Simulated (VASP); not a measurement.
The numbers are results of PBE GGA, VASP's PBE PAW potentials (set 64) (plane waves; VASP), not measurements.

VASP ran on this input.

INCAR:
```
ISIF = 2   # forces and stress, cell fixed
LREAL = .FALSE.   # projection in real space or not
SYSTEM = Ag
NELM = 100   # most electronic steps
LASPH = .TRUE.   # aspherical one-centre terms
LCHARG = .FALSE.
ALGO = Normal
ISMEAR = 0   # Gaussian
ENCUT = 300
GGA = PE
LMAXMIX = 4   # l cut-off of mixed one-centre charges
SIGMA = 0.1   # width (eV)
EDIFF = 1E-6   # SCF stop (eV)
PREC = Accurate
LWAVE = .FALSE.
```

**POSCAR**
```
Ag
1
    0.0000000000     2.0450000000     2.0450000000
    2.0450000000     0.0000000000     2.0450000000
    2.0450000000     2.0450000000     0.0000000000
Ag
1
Direct
  0.0000000000   0.0000000000   0.0000000000
```

### KPOINTS
```
Automatic mesh
0
G
  14 14 14
```

POTCAR, in this order: Ag (PBE.64 set). Program: vasp_std.

At this cut-off the stress carries a Pulay error, which pulls relaxed volumes low.

What does the run give for the energy per atom (σ→0), pressure, band gap (on the k-mesh)?

The energy per atom (σ→0) is -2.716 eV/atom and the band gap (on the k-mesh) is none (metal, semimetal or under 0.01 eV). The pressure comes out as 4.02 GPa.

File OSZICAR:
```
...
DAV:   5    -0.296738480062E+01   -0.19886E-05   -0.19883E-05  2168   0.384E-02    0.518E+00
DAV:   6    -0.272890360192E+01    0.23848E+00   -0.11123E+00  1907   0.114E+01    0.341E+00
DAV:   7    -0.272008657225E+01    0.88170E-02   -0.10269E-02  2012   0.106E+00    0.190E+00
DAV:   8    -0.271700551122E+01    0.30811E-02   -0.55226E-04  1931   0.196E-01    0.727E-02
DAV:   9    -0.271701385339E+01   -0.83422E-05   -0.81762E-06  2142   0.277E-02    0.143E-02
DAV:  10    -0.271701965797E+01   -0.58046E-05   -0.28069E-06  2014   0.177E-02    0.589E-03
DAV:  11    -0.271701928001E+01    0.37796E-06   -0.11054E-07   961   0.363E-03
   1 F= -.27170193E+01 E0= -.27163013E+01  d E =-.143592E-02
```

The structure is a typed Ag crystal (Fm-3m). The cell was not relaxed at this level.
